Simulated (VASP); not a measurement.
Computed with PBEsol GGA, VASP's PBE PAW potentials (set 64) (plane waves; VASP).

Input for VASP

### INCAR
```
SYSTEM = Ni3Fe
PREC = Accurate
ENCUT = 500
EDIFF = 1E-6
NELM = 100
ALGO = Normal
LREAL = .FALSE.
LASPH = .TRUE.
ISMEAR = 1
SIGMA = 0.1
GGA = PS
LMAXMIX = 4
ISPIN = 2
MAGMOM = 2.8 0.6 0.6 0.6
LORBIT = 10
LWAVE = .FALSE.
LCHARG = .FALSE.
IBRION = 2
ISIF = 3
NSW = 40
EDIFFG = -0.02
PSTRESS = 450
```

**KPOINTS**
```
Automatic mesh
0
Gamma
9 9 9
0 0 0
```

### POSCAR
```
Ni3Fe
1.0
  3.3256458601   0.0000000000   0.0000000000
  0.0000000000   3.3256458601   0.0000000000
  0.0000000000   0.0000000000   3.3256458601
Fe Ni
1 3
Cartesian
  0.0000000000   0.0000000000   0.0000000000
  0.0000000000   1.6628229300   1.6628229300
  1.6628229300   0.0000000000   1.6628229300
  1.6628229300   1.6628229300   0.0000000000
```

POTCAR, in this order: Fe Ni (PBE.64 set). Program: vasp_std.

Output of the run:

OSZICAR:
```
       N       E                     dE             d eps       ncg     rms          rms(c)
DAV:   1     0.237359479558E+03    0.23736E+03   -0.16882E+04  3700   0.216E+03
DAV:   2    -0.184701573131E+02   -0.25583E+03   -0.24680E+03  3509   0.374E+02
DAV:   3    -0.314149638720E+02   -0.12945E+02   -0.12431E+02  3545   0.120E+02
DAV:   4    -0.315717623232E+02   -0.15680E+00   -0.15659E+00  3810   0.138E+01
DAV:   5    -0.315765535943E+02   -0.47913E-02   -0.47909E-02  4873   0.199E+00    0.271E+01
DAV:   6    -0.275088642763E+02    0.40677E+01   -0.33444E+01  3561   0.893E+01    0.107E+01
DAV:   7    -0.270868183504E+02    0.42205E+00   -0.35059E+00  3676   0.311E+01    0.704E+00
DAV:   8    -0.272826975376E+02   -0.19588E+00   -0.15472E+00  4009   0.322E+01    0.849E+00
DAV:   9    -0.269831960737E+02    0.29950E+00   -0.55671E-01  4050   0.203E+01    0.273E+00
DAV:  10    -0.269602055172E+02    0.22991E-01   -0.42015E-02  5305   0.311E+00    0.497E-01
DAV:  11    -0.269596545778E+02    0.55094E-03   -0.42683E-03  4012   0.770E-01    0.165E-01
DAV:  12    -0.269596183414E+02    0.36236E-04   -0.25538E-04  4555   0.312E-01    0.566E-02
DAV:  13    -0.269596277363E+02   -0.93948E-05   -0.12868E-04  5704   0.205E-01    0.488E-02
DAV:  14    -0.269596217482E+02    0.59881E-05   -0.29276E-05  4105   0.119E-01    0.122E-02
DAV:  15    -0.269596216497E+02    0.98466E-07   -0.39297E-06  3217   0.253E-02
   1 F= -.16628917E+02 E0= -.16629214E+02  d E =-.166289E+02  mag=     4.4178
```

File OUTCAR:
```
------------------------ aborting loop because EDIFF is reached ----------------------------------------
  FORCE on cell =-STRESS in cart. coord.  units (eV):
  Direction    XX          YY          ZZ          XY          YZ          ZX
  --------------------------------------------------------------------------------------
  Total       10.2754854     10.2754854     10.2754854     -0.0000000      0.0000000      0.0000000
  in kB      447.5946926    447.5946926    447.5946926     -0.0000000      0.0000000      0.0000000
  external PRESSURE =      -2.4053074 kB  Pullay stress =     450.0000000 kB
  volume of cell :       36.78
      direct lattice vectors                 reciprocal lattice vectors
     3.325645860  0.000000000  0.000000000     0.300693472  0.000000000  0.000000000
     0.000000000  3.325645860  0.000000000     0.000000000  0.300693472  0.000000000
     0.000000000  0.000000000  3.325645860     0.000000000  0.000000000  0.300693472
 POSITION                                       TOTAL-FORCE (eV/Angst)
 -----------------------------------------------------------------------------------
      0.00000      0.00000      0.00000         0.000000      0.000000      0.000000
      0.00000      1.66282      1.66282         0.000000      0.000000      0.000000
      1.66282      0.00000      1.66282         0.000000      0.000000      0.000000
      1.66282      1.66282      0.00000         0.000000      0.000000      0.000000
 -----------------------------------------------------------------------------------
    total drift:                                0.000000     -0.000000     -0.000000
  FREE ENERGIE OF THE ION-ELECTRON SYSTEM (eV)
  ---------------------------------------------------
  free  energy   TOTEN  =       -26.9596216497 eV

  energy  without entropy=      -26.9605113889  energy(sigma->0) =      -26.95991823
  enthalpy is  TOTEN    =       -16.6289173067 eV   P V=       10.3307043430

 total charge

# of ion       s       p       d       tot
------------------------------------------
    1        0.563   0.683   6.314   7.560
    2        0.600   0.712   8.441   9.753
    3        0.600   0.712   8.441   9.753
    4        0.600   0.712   8.441   9.753
--------------------------------------------------
tot          2.362   2.820  31.638  36.819

 magnetization (x)

# of ion       s       p       d       tot
------------------------------------------
    1        0.007   0.003   2.629   2.639
    2       -0.014  -0.043   0.628   0.571
    3       -0.014  -0.043   0.628   0.571
    4       -0.014  -0.043   0.628   0.571
--------------------------------------------------
tot         -0.036  -0.125   4.514   4.353

 reached required accuracy - stopping structural energy minimisation
```
(Selected blocks of OUTCAR.)

The compound is Ni3Fe in the L1_2 structure. It was relaxed first under an external pressure of 45 GPa.
